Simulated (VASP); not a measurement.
# HgS (relaxed from the rock salt structure, space group Fm-3m): computed properties

All values below come from PBEsol GGA, VASP's PBE PAW potentials (set 64) (plane waves; VASP 6.6.1).

- space group: Fm-3m (225)
- cell: a = b = c = 5.4659 Å, α = β = γ = 90.00°
- volume per atom: 20.41 Å³/atom
- band gap (over mesh and band path): none (metal, semimetal or under 0.01 eV)
- density: 9.46 g/cm³

```cif
data_Hg4S4
_chemical_formula_sum 'Hg4 S4'
_space_group_name_H-M_alt 'Fm-3m'
_space_group_IT_number 225
_space_group_name_Hall '-F 4 2 3'
_cell_length_a 5.46588
_cell_length_b 5.46588
_cell_length_c 5.46588
_cell_angle_alpha 90.000
_cell_angle_beta 90.000
_cell_angle_gamma 90.000
loop_
_atom_site_label
_atom_site_type_symbol
_atom_site_symmetry_multiplicity
_atom_site_Wyckoff_symbol
_atom_site_fract_x
_atom_site_fract_y
_atom_site_fract_z
_atom_site_occupancy
Hg1 Hg 4 a 0.00000 0.00000 0.00000 1
S1 S 4 b 0.50000 0.50000 0.50000 1
```
(The calculation used a cell of 2 atoms; values per cell refer to that cell.)

Unless said otherwise, spin-orbit coupling is left out, though it shifts the bands of the heavy elements here.

The structure was generated: HgS was put into the rock salt type (Fm-3m), which need not be its known phase. It was relaxed first, which changed the volume by +22 %. Symmetry was kept, so distortions that lower it aren't found.
